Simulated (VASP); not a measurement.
```yaml
crystal:
  lattice:
    - [-1.57260, 2.26167, 3.52601]
    - [1.57260, -2.26167, 3.52601]
    - [1.57260, 2.26167, -3.52601]
  atoms:
    - { symbol: Co, position: [0.00000, 0.00000, 0.00000] }
    - { symbol: B, position: [0.70584, 0.50000, 0.20584] }
    - { symbol: B, position: [0.29416, 0.50000, 0.79416] }
    - { symbol: Mo, position: [0.70077, 0.20077, 0.50000] }
    - { symbol: Mo, position: [0.29923, 0.79923, 0.50000] }
```

These are PBEsol GGA, VASP's PBE PAW potentials (set 64) (plane waves; VASP) values and carry that method's errors. Run with 520 eV cut-off, 13×13×13 Γ-centred mesh, tetrahedra with Blöchl corrections, potentials Co B Mo_sv.

The cores are frozen, which limits the accuracy of field gradients.

Give the principal components of the electric field gradient (V/Å²) and the asymmetry η at each nucleus.

```tsv
atom	Vxx	Vyy	Vzz	η
Co1	31.7	11.0	-42.7	0.49
B2	4.1	0.6	-4.7	0.74
B3	4.1	0.6	-4.7	0.74
Mo4	-5.6	-2.9	8.5	0.32
Mo5	-5.6	-2.9	8.5	0.32
```

The structure comes from a computed database's CoMo2B2 entry (Immm); how it stands against other phases isn't given here. It was relaxed first. The run is not spin-polarised, so no magnetic state was tried.
